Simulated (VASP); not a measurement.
A run of VASP 6.6.1:

Contents of INCAR:

```
SYSTEM = CuF
ALGO = Normal
EDIFF = 1E-6
EDIFFG = -0.005
ENCUT = 600
GGA = PS
IBRION = 2
ISIF = 3
ISMEAR = -1
LASPH = .TRUE.
LCHARG = .FALSE.
LREAL = .FALSE.
LWAVE = .FALSE.
NELM = 100
NSW = 80
PREC = Accurate
SIGMA = 0.02
```

File KPOINTS:

```
k-points
0
G
  8 8 8
  0 0 0
```

POSCAR

```
CuF
1.0
    2.7936810894      0.0000000000      0.0000000000
    0.0000000000      2.7936810894      0.0000000000
    0.0000000000      0.0000000000      2.7936810894
Cu F
1 1
Direct
    0.0000000000      0.0000000000      0.0000000000
    0.5000000000      0.5000000000      0.5000000000
```

Potentials or basis: VASP PAW PBE potentials, release 64 (Cu, F).

Run with:

```console
$ cat potpaw_PBE.64/Cu/POTCAR potpaw_PBE.64/F/POTCAR > POTCAR
$ mpirun -np 1 vasp_std > vasp.out
```

Hardware: 1 thread of Intel(R) Xeon(R) Platinum 8488C (Sapphire Rapids), with other jobs on the host.

Task: Estimate the wall time of this run.

Result: Run time: 19 s on 1 thread of Intel(R) Xeon(R) Platinum 8488C (Sapphire Rapids) (shared host), peak memory 0.14 GiB. Counts: scf iterations 30, k points 35, ion steps 3.
